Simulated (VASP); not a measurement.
Here is a VASP 6.6.1 calculation.

INCAR

```
SYSTEM = PtSe2
  PREC = Accurate
  ENCUT = 600
  EDIFF = 1E-7
  ISMEAR = 0
  SIGMA = 0.03
  LREAL = .FALSE.
  LASPH = .TRUE.
  NELM = 80
  ALGO = Normal
  ISIF = 3
  LWAVE = .FALSE.
  LCHARG = .FALSE.
  GGA = PE
  IBRION = 2
  NSW = 90
  EDIFFG = -0.005
  LATTICE_CONSTRAINTS = .TRUE. .TRUE. .FALSE.
  KPAR = 2
```

File KPOINTS:

```
regular mesh
0
G
  9 9 1
  0 0 0
```

POSCAR

```
PtSe2                                   
1.0
    3.7476830611      0.0000000000      0.0000000000
   -1.8738415305      3.2455887324      0.0000000000
    0.0000000000      0.0000000000     20.5310000000
  Se              Pt            
     2     1
Direct
     0.6666666699999979    0.3333333300000021    0.4362913184425299
     0.3333333300000021    0.6666666699999979    0.5637086815574700
     0.0000000000000000    0.0000000000000000    0.5000000000000000
```

Potentials or basis: VASP PAW PBE potentials, release 64 (Se, Pt).

Launch:

```bash
$ cat potpaw_PBE.64/Se/POTCAR potpaw_PBE.64/Pt/POTCAR > POTCAR
$ mpirun -np 2 vasp_std > vasp.out
```

Task: Estimate the band gap on the k mesh.

Result: 1.38 eV, indirect (least direct gap 1.50 eV).

Final structure:
```xyz
3
Lattice="3.7477 0.0000 0.0000 -1.8738 3.2456 0.0000 0.0000 0.0000 20.5310" Properties=species:S:1:pos:R:3 pbc="T T T"
Se    1.8738    1.0819    8.9575
Se    0.0000    2.1637   11.5735
Pt    0.0000    0.0000   10.2655
```

Caveat: the relaxation stopped at its first step, so nothing moved; spin-orbit coupling is left out, which moves the levels of the heavy elements.
